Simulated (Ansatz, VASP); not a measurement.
# W16O41F7 (WO2.55F0.45, cubic ReO3-type perovskite) in two plane-wave programs

Aim: how closely do two programs agree when they are given the same cell, functional and k mesh? The cell is invented: As first built, before any earlier steps moved the atoms (in the runner's words): 2x2x4 conventional cells of the WO3 type (64 atoms: 41 O, 7 F, 16 W); O/F share their sites, the best of 600 random draws by like-pair counts in two shells; start lattice of WO3; atoms moved at random by 0.02 A. It may not be a known or stable phase. The structure shown is the start of the Ansatz relaxation below; VASP solves that cell, so the two are compared at the walk's first step.

Method: plane waves, with VASP 6.6.1 beside it; single point at PBE, in Ansatz 0.2.0.

### Step 1. The structure

The cell holds 64 atoms: 41 O, 7 F and 16 W. Cell: a = 7.612 Å, b = 7.612 Å, c = 15.225 Å, α = 90.0°, β = 90.0°, γ = 90.0°. It derives from WO3 (WO3 type, space group 221), repeated 2×2×4. As first built, before any earlier steps moved the atoms (in the runner's words): 2x2x4 conventional cells of the WO3 type (64 atoms: 41 O, 7 F, 16 W); O/F share their sites, the best of 600 random draws by like-pair counts in two shells; start lattice of WO3; atoms moved at random by 0.02 A.

### Step 2. Ansatz: relaxation, PBE

Ansatz runs on its default PAW (the set named soft_2) files.

The two programs are compared at the cell with which this relaxation starts, whose forces are those of its first step.

input.yaml

```yaml
crystal:
  lattice:
    - [7.61241, 0.0, 0.0]
    - [0.0, 7.61241, 0.0]
    - [0.0, 0.0, 15.22482]
  atoms:
    - { symbol: O, position: [0.00143, 0.00035, 0.12475] }
    - { symbol: O, position: [4.0e-05, 0.2536, 0.99867] }
    - { symbol: O, position: [0.24997, 0.99887, 0.99916] }
    - { symbol: O, position: [0.00422, 0.9994, 0.37523] }
    - { symbol: O, position: [0.00224, 0.24454, 0.25044] }
    - { symbol: O, position: [0.24972, 0.9986, 0.24862] }
    - { symbol: O, position: [0.00097, 0.99962, 0.62522] }
    - { symbol: O, position: [0.00519, 0.25254, 0.4993] }
    - { symbol: O, position: [0.00244, 0.99736, 0.87497] }
    - { symbol: O, position: [0.00314, 0.24454, 0.75118] }
    - { symbol: O, position: [0.25137, 0.00662, 0.74863] }
    - { symbol: O, position: [0.0008, 0.50043, 0.12491] }
    - { symbol: O, position: [0.99795, 0.75738, 0.99845] }
    - { symbol: O, position: [0.25058, 0.50364, 0.99997] }
    - { symbol: O, position: [0.00322, 0.49981, 0.3754] }
    - { symbol: O, position: [0.00203, 0.74598, 0.24987] }
    - { symbol: O, position: [0.24811, 0.49842, 0.24908] }
    - { symbol: O, position: [0.99911, 0.50263, 0.62469] }
    - { symbol: O, position: [0.00258, 0.74936, 0.50057] }
    - { symbol: O, position: [0.2521, 0.50063, 0.49999] }
    - { symbol: O, position: [0.00327, 0.49964, 0.87434] }
    - { symbol: O, position: [0.99729, 0.75093, 0.75211] }
    - { symbol: O, position: [0.25131, 0.5005, 0.75159] }
    - { symbol: O, position: [0.49894, 0.99905, 0.1258] }
    - { symbol: O, position: [0.5039, 0.25211, 1.0e-05] }
    - { symbol: O, position: [0.75172, 0.00034, 0.0004] }
    - { symbol: O, position: [0.50144, 0.99819, 0.37427] }
    - { symbol: O, position: [0.50275, 0.2482, 0.24865] }
    - { symbol: O, position: [0.74893, 0.99918, 0.25153] }
    - { symbol: O, position: [0.49724, 0.99924, 0.62426] }
    - { symbol: O, position: [0.50269, 0.25042, 0.50043] }
    - { symbol: O, position: [0.50046, 0.49713, 0.12536] }
    - { symbol: O, position: [0.74864, 0.49718, 0.00042] }
    - { symbol: O, position: [0.5003, 0.49584, 0.37394] }
    - { symbol: O, position: [0.50014, 0.74821, 0.25027] }
    - { symbol: O, position: [0.5007, 0.50472, 0.62537] }
    - { symbol: O, position: [0.4993, 0.75243, 0.49815] }
    - { symbol: O, position: [0.75545, 0.4978, 0.49763] }
    - { symbol: O, position: [0.50415, 0.50386, 0.87487] }
    - { symbol: O, position: [0.50121, 0.75424, 0.75087] }
    - { symbol: O, position: [0.74963, 0.49764, 0.75072] }
    - { symbol: F, position: [0.24777, 0.00396, 0.50104] }
    - { symbol: F, position: [0.74635, 0.00046, 0.49948] }
    - { symbol: F, position: [0.5002, 0.00146, 0.87554] }
    - { symbol: F, position: [0.50082, 0.25322, 0.75066] }
    - { symbol: F, position: [0.75054, 0.99761, 0.75144] }
    - { symbol: F, position: [0.49835, 0.74638, 0.99815] }
    - { symbol: F, position: [0.74854, 0.50394, 0.24891] }
    - { symbol: W, position: [0.00159, 0.00036, 0.99787] }
    - { symbol: W, position: [0.99977, 0.99975, 0.25019] }
    - { symbol: W, position: [0.99968, 0.99783, 0.50016] }
    - { symbol: W, position: [0.00336, 0.00169, 0.75125] }
    - { symbol: W, position: [0.99813, 0.49721, 0.99797] }
    - { symbol: W, position: [0.00433, 0.50036, 0.24858] }
    - { symbol: W, position: [0.00162, 0.49787, 0.49996] }
    - { symbol: W, position: [0.00176, 0.49831, 0.75235] }
    - { symbol: W, position: [0.50137, 0.00433, 0.99836] }
    - { symbol: W, position: [0.49956, 0.99928, 0.24823] }
    - { symbol: W, position: [0.49955, 0.00169, 0.50264] }
    - { symbol: W, position: [0.50232, 0.00185, 0.74824] }
    - { symbol: W, position: [0.49713, 0.50023, 0.00159] }
    - { symbol: W, position: [0.4996, 0.50212, 0.2507] }
    - { symbol: W, position: [0.5056, 0.50277, 0.49905] }
    - { symbol: W, position: [0.50275, 0.49843, 0.74763] }
kpoints:
  mp_grid: { grid: [3, 3, 2], shift: [0.0, 0.0, 0.5] }
hamiltonian:
  xc: pbe
scf:
  occupations: { method: methfessel_paxton, width: 0.15 }
output:
  forces: true
  stress: true
relax:
  f_tol: 0.02
  max_steps: 45
  cell: { stress_tol: 0.1 }
```

Launch:

```console
$ ansatz run input.yaml --threads 4 --pin off --max-ram 15360MiB --backend cpu --events-out ev --progress --plain --runs-dir out
```

Numbers of over 12 decimals in the logs are rounded to 6 here.

The program printed:

```text
The last accepted step is kept in <dir> (removed where the run ends without a failure and the disk answers)
Engine: ansatz 0.2.0, x86_64-unknown-linux-gnu
Pseudopotentials: kind: paw
Pseudopotential: O, paw, valence charge 6, recommended cutoff 420 eV (normal), O.paw.azcp
Pseudopotential: F, paw, valence charge 7, recommended cutoff 420 eV (normal), F.paw.azcp
Pseudopotential: W, paw, valence charge 14, recommended cutoff 420 eV (normal), W.paw.azcp
Functional definition: PBE
  parameter kappa = 0.804
  parameter beta = 0.066725
  exchange = pbe_x(kappa = kappa, mu = beta*pi^2/3)
  correlation = pbe_c(beta = beta)
Crystal: 64 atoms, lattice volume = 882.260 Å³
Basis set: ecut = 420 eV, 17243 PW (Γ), exchange–correlation on 108×108×216 points (8 copies of the dense FFT grid, shifted against one another)
Bands: 324, of which v1, the nominal top of the filled ones, is band 260 counted from 1 (259 counted from 0)
Symmetry: 1 space group operations
Space group: P1 (ITA 1), of the structure as read, at distance tolerance 9.6e-5 Å
k-points: 9 of 18 (time reversal used)
Non-local potential: O, projectors of the file, l = 0: 2, l = 1: 2, l = 2: 1
Non-local potential: F, projectors of the file, l = 0: 2, l = 1: 2, l = 2: 1
Non-local potential: W, projectors of the file, l = 0: 3, l = 1: 2, l = 2: 2, l = 3: 1
PAW form: soft (Blöchl's): semilocal exchange-correlation on the pseudo side does not see the compensation charge
PAW one-centre angular grid: O, 110 points (default); XC on 64 Gauss nodes
PAW one-centre angular grid: F, 110 points (default); XC on 64 Gauss nodes
PAW one-centre angular grid: W, 590 points (default); XC on 64 Gauss nodes
Initial density: superposition of atomic densities (neutral atoms: chi_scale 0, normalization atom), corrected by the library's trained network
Initial wavefunctions: pseudopotential atomic-orbital guess
Functional: x = pbe(κ = 0.804, μ = 0.219515), c = pbe(β = 0.066725)
SCF iter   1: F=—  HF=-195097.759092 eV  |F-HF|=—  |Δ(HF+E_count)|=         —  Δρ=9.31e-3  dr2=1.75e0  ethr=1.77e-3  ⟨swp⟩=5.1  Hψ=10453  notcnv=0  defer=83
preconditioner: auto → LDOS  [metal: Δε(μ)=0.115 eV  Ē_g=11.979 eV  σ=0.150 eV  W_gap=0.50  n_scr=232 (ndim 8)  ℏωp=24.7 eV  f_vac=0.208  D(μ)=10.52/eV (n_scr^D=46)  β→1.0]
SCF iter   2: F=—  HF=-195098.981265 eV  |F-HF|=—  |Δ(HF+E_count)|=    1.22e0  S|Δr|=    0.00e0  Δρ=2.36e-2  dr2=2.01e1  ethr=3.36e-4  ⟨swp⟩=2.0  Hψ=5284  notcnv=0  defer=473  recentre
SCF iter   3: F=—  HF=-195097.580471 eV  |F-HF|=—  |Δ(HF+E_count)|=    1.40e0  S|Δr|=    0.00e0  Δρ=4.03e-3  dr2=4.37e-1  ethr=3.36e-4  ⟨swp⟩=2.0  Hψ=6925  notcnv=0  defer=130
SCF iter   4: F=—  HF=-195097.616665 eV  |F-HF|=—  |Δ(HF+E_count)|=   3.62e-2  S|Δr|=    0.00e0  Δρ=3.52e-3  dr2=4.73e-1  ethr=8.42e-5  ⟨swp⟩=2.0  Hψ=4515  notcnv=0  defer=89
SCF iter   5: F=—  HF=-195097.547186 eV  |F-HF|=—  |Δ(HF+E_count)|=   6.95e-2  S|Δr|=    0.00e0  Δρ=1.50e-3  dr2=5.19e-2  ethr=8.42e-5  ⟨swp⟩=2.0  Hψ=3820  notcnv=0  defer=89
SCF iter   6: F=—  HF=-195097.543908 eV  |F-HF|=—  |Δ(HF+E_count)|=   3.28e-3  S|Δr|=    0.00e0  Δρ=8.33e-4  dr2=1.26e-2  ethr=9.99e-6  ⟨swp⟩=1.2  Hψ=3445  notcnv=0  defer=89
SCF iter   7: F=—  HF=-195097.543208 eV  |F-HF|=—  |Δ(HF+E_count)|=   7.01e-4  S|Δr|=    0.00e0  Δρ=6.10e-4  dr2=5.30e-3  ethr=2.43e-6  ⟨swp⟩=2.0  Hψ=3865  notcnv=0  defer=89
SCF iter   8: F=—  HF=-195097.542783 eV  |F-HF|=—  |Δ(HF+E_count)|=   4.25e-4  S|Δr|=    0.00e0  Δρ=3.92e-4  dr2=2.27e-3  ethr=1.02e-6  ⟨swp⟩=2.1  Hψ=4061  notcnv=0  defer=85
SCF iter   9: F=—  HF=-195097.542597 eV  |F-HF|=—  |Δ(HF+E_count)|=   1.86e-4  S|Δr|=    0.00e0  Δρ=2.27e-4  dr2=8.76e-4  ethr=4.37e-7  ⟨swp⟩=2.0  Hψ=3868  notcnv=0  defer=85
SCF iter  10: F=—  HF=-195097.542542 eV  |F-HF|=—  |Δ(HF+E_count)|=   5.43e-5  S|Δr|=    0.00e0  Δρ=1.57e-4  dr2=4.20e-4  ethr=1.69e-7  ⟨swp⟩=2.0  Hψ=3596  notcnv=0  defer=85
SCF iter  11: F=—  HF=-195097.542521 eV  |F-HF|=—  |Δ(HF+E_count)|=   2.10e-5  S|Δr|=    0.00e0  Δρ=9.62e-5  dr2=1.63e-4  ethr=8.09e-8  ⟨swp⟩=2.0  Hψ=3693  notcnv=0  defer=85
SCF iter  12: F=—  HF=-195097.542493 eV  |F-HF|=—  |Δ(HF+E_count)|=   2.82e-5  S|Δr|=    0.00e0  Δρ=6.59e-5  dr2=6.20e-5  ethr=3.15e-8  ⟨swp⟩=2.0  Hψ=3834  notcnv=0  defer=85
SCF iter  13: F=—  HF=-195097.528152 eV  |F-HF|=—  |Δ(HF+E_count)|=   1.43e-2  S|Δr|=    0.00e0  Δρ=5.43e-5  dr2=2.80e-5  ethr=1.19e-8  ⟨swp⟩=3.0  Hψ=5429  notcnv=0  defer=86
SCF iter  14: F=—  HF=-195097.528150 eV  |F-HF|=—  |Δ(HF+E_count)|=   2.01e-6  S|Δr|=    0.00e0  Δρ=2.68e-5  dr2=6.05e-6  ethr=5.40e-9  ⟨swp⟩=2.0  Hψ=3899  notcnv=0  defer=86
SCF iter  15: F=—  HF=-195097.528150 eV  |F-HF|=—  |Δ(HF+E_count)|=   1.76e-7  S|Δr|=    0.00e0  Δρ=1.33e-5  dr2=2.04e-6  ethr=1.17e-9  ⟨swp⟩=2.0  Hψ=3788  notcnv=0  defer=86
[...]
atom  11  O     -0.00219136     0.00249057     0.00136247
  atom  12  O     -0.00058899    -0.00077041    -0.00096270
  atom  13  O      0.00063317     0.00004213    -0.00025537
  atom  14  O     -0.01159466     0.00069228     0.00179862
  atom  15  O      0.00060596     0.00048605     0.00840265
  atom  16  O      0.00284808     0.00294428    -0.00079195
  atom  17  O      0.00196688    -0.00344861     0.00130881
  atom  18  O      0.00008740     0.00086014     0.00606464
  atom  19  O     -0.00216012     0.00084005     0.00059357
  atom  20  O      0.00188514    -0.00097752     0.00053407
  atom  21  O     -0.00089840     0.00150032     0.00245561
  atom  22  O     -0.00096249     0.00457453     0.00004455
  atom  23  O      0.00462542    -0.00065665    -0.00184998
  atom  24  O     -0.00233858    -0.00164938     0.00721930
  atom  25  O      0.00143336     0.00372141     0.00170623
  atom  26  O      0.00262971    -0.00285370    -0.00342907
  atom  27  O      0.00453577    -0.00474501     0.00481928
  atom  28  O      0.00227949    -0.00563073    -0.00025430
  atom  29  O     -0.00927524     0.00176121    -0.00309184
  atom  30  O      0.00021553    -0.00157426     0.00087915
  atom  31  O      0.00005219    -0.01450050     0.00137688
  atom  32  O     -0.00059212    -0.00122235     0.00468100
  atom  33  O      0.00479527     0.00099184     0.00115486
  atom  34  O      0.00177256    -0.00261718     0.00455481
[...]
atom  57  W      0.01750231    -0.00712261    -0.01534106
  atom  58  W      0.00167701     0.01827348    -0.00500483
  atom  59  W     -0.00671160     0.01830201     0.00662984
  atom  60  W      0.01849604     0.00678016    -0.00196534
  atom  61  W      0.01246367     0.01272599    -0.01621442
  atom  62  W      0.01555343     0.00799236    -0.01856430
  atom  63  W     -0.01266287     0.01371000    -0.00778058
  atom  64  W      0.00308528    -0.01604444     0.00302321
  max |Σ_I F_I| component: 9.23e-5 eV/Å
--- Stress (GPa, compression-positive) ---
        0.014131      -0.001598       0.001378
       -0.001598       0.016289      -0.000094
        0.001378      -0.000094       0.018807
  P = ⅓ Tr σ = 0.0164 GPa (0.164 kbar)
--- Relaxed structure (17 steps of the walk, 14 accepted, 2 SCFs on fresh bases) ---
  F+E_penalty+E_count = -195101.94248839 eV   max|allowed force component| = 1.856e-2 eV/Å   (the final SCF, on the basis selected at the relaxed cell)
  cell:  # Å, volume = 913.5238 Å³
    - [7.788475, 0.00939896, 0.00346897]
    - [0.00939896, 7.679757, 0.00246011]
    - [0.00693795, 0.00492021, 15.272871]
  atoms:
    - { symbol: O, position: [-0.00555325, -0.00019728, 0.123208] }
    - { symbol: O, position: [-0.000483107, 0.247551, 1.000184] }
    - { symbol: O, position: [0.260152, 0.994298, 1.002457] }
    - { symbol: O, position: [0.013974, 1.002679, 0.374577] }
    - { symbol: O, position: [-0.000233539, 0.255332, 0.248823] }
    - { symbol: O, position: [0.250336, 1.001572, 0.244859] }
    - { symbol: O, position: [-0.010542, 0.999863, 0.623575] }
    - { symbol: O, position: [-0.00339761, 0.245885, 0.499878] }
    - { symbol: O, position: [0.014194, 1.000379, 0.874649] }
    - { symbol: O, position: [0.00999681, 0.249642, 0.749077] }
    - { symbol: O, position: [0.254912, -0.00168421, 0.741692] }
    - { symbol: O, position: [-0.00458487, 0.501498, 0.125779] }
    - { symbol: O, position: [1.001773, 0.747535, 0.999213] }
    - { symbol: O, position: [0.250712, 0.497562, 1.002218] }
    - { symbol: O, position: [0.000825281, 0.500370, 0.373639] }
    - { symbol: O, position: [-0.000604702, 0.751562, 0.249974] }
    - { symbol: O, position: [0.253149, 0.503927, 0.248452] }
    - { symbol: O, position: [1.000538, 0.501259, 0.624749] }
    - { symbol: O, position: [-0.00232417, 0.753386, 0.498905] }
    - { symbol: O, position: [0.249784, 0.499031, 0.500223] }
    - { symbol: O, position: [0.00162296, 0.498794, 0.875701] }
    - { symbol: O, position: [1.006352, 0.753533, 0.749918] }
    - { symbol: O, position: [0.257468, 0.503029, 0.750577] }
    - { symbol: O, position: [0.512829, 0.981704, 0.125468] }
[...]
- { symbol: O, position: [0.499350, 0.490885, 0.374042] }
    - { symbol: O, position: [0.501642, 0.748914, 0.256147] }
    - { symbol: O, position: [0.501406, 0.507570, 0.627059] }
    - { symbol: O, position: [0.497452, 0.754665, 0.497281] }
    - { symbol: O, position: [0.747579, 0.499943, 0.499619] }
    - { symbol: O, position: [0.498063, 0.486611, 0.875832] }
    - { symbol: O, position: [0.506914, 0.753743, 0.756608] }
    - { symbol: O, position: [0.752663, 0.500741, 0.751644] }
    - { symbol: F, position: [0.251946, 0.000350705, 0.510603] }
    - { symbol: F, position: [0.752348, -0.00102794, 0.485613] }
    - { symbol: F, position: [0.490711, 0.021058, 0.873939] }
    - { symbol: F, position: [0.506244, 0.246113, 0.745358] }
    - { symbol: F, position: [0.748948, 1.006537, 0.758333] }
    - { symbol: F, position: [0.500187, 0.752263, 0.985704] }
    - { symbol: F, position: [0.751604, 0.501324, 0.250878] }
    - { symbol: W, position: [0.022921, -0.013148, 0.998672] }
    - { symbol: W, position: [0.985088, 1.013767, 0.248249] }
    - { symbol: W, position: [1.003474, 0.997483, 0.498192] }
    - { symbol: W, position: [0.014188, 0.00421159, 0.748462] }
    - { symbol: W, position: [0.977868, 0.487685, 1.000028] }
    - { symbol: W, position: [0.016899, 0.512735, 0.250196] }
    - { symbol: W, position: [-0.014799, 0.496966, 0.501025] }
    - { symbol: W, position: [0.018752, 0.504259, 0.750804] }
    - { symbol: W, position: [0.518601, 0.010911, 1.009850] }
    - { symbol: W, position: [0.485017, 0.995288, 0.254265] }
    - { symbol: W, position: [0.503364, 0.00078976, 0.497911] }
    - { symbol: W, position: [0.489492, -0.013380, 0.741705] }
    - { symbol: W, position: [0.481198, 0.488766, 0.000617159] }
    - { symbol: W, position: [0.492225, 0.496633, 0.250772] }
    - { symbol: W, position: [0.486390, 0.500493, 0.501035] }
    - { symbol: W, position: [0.517392, 0.510481, 0.750910] }
```

[end of part 1 of 2]

[Lines on the potential files, build, host, timing and source positions are cut from VASP's logs without a mark.]

[Logs are printed without paths, hosts, clocks, repeated set-up lines and the standing remarks that a program may print on its own settings, such as how far it seeks lower states.]

[Hosts, paths, dates, database ids (printed as entryN), source tags and the programs' standing remarks are cut or masked in the printed files.]
